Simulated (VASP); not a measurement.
Energy against volume of Na (bcc). Calculation: AM05 GGA, VASP's PBE PAW potentials (set 64) (plane waves; VASP 6.6.1).

| V (Å³/atom) | E (eV/atom) |
|---|---|
| 34.808 | -1.29706 |
| 35.919 | -1.30020 |
| 37.030 | -1.30150 |
| 38.140 | -1.30118 |
| 39.251 | -1.29945 |

Task: Fit a third-order Birch-Murnaghan equation of state.

Result: 
| Item | Value |
|---|---|
| volume per atom | 37.35 Å³/atom |
| bulk modulus | 7.5 GPa |
| pressure derivative of the bulk modulus | 3.31 |
| lattice constant a | 4.212 Å |

Measured: bulk modulus 7.9 GPa at 0 K (computed value off by -4.8 %), as given by Daniel Mejia-Rodriguez et al., Physical Review B (2018), arXiv:1807.09216 [0 K value with the zero-point phonon effect removed]; a 4.214 Å at 0 K (computed value off by -0.0 %), as given by Daniel Mejia-Rodriguez et al., Physical Review B (2018), arXiv:1807.09216 [static lattice: zero-point anharmonic expansion removed].

The compound is Na in the bcc structure. It was relaxed first.
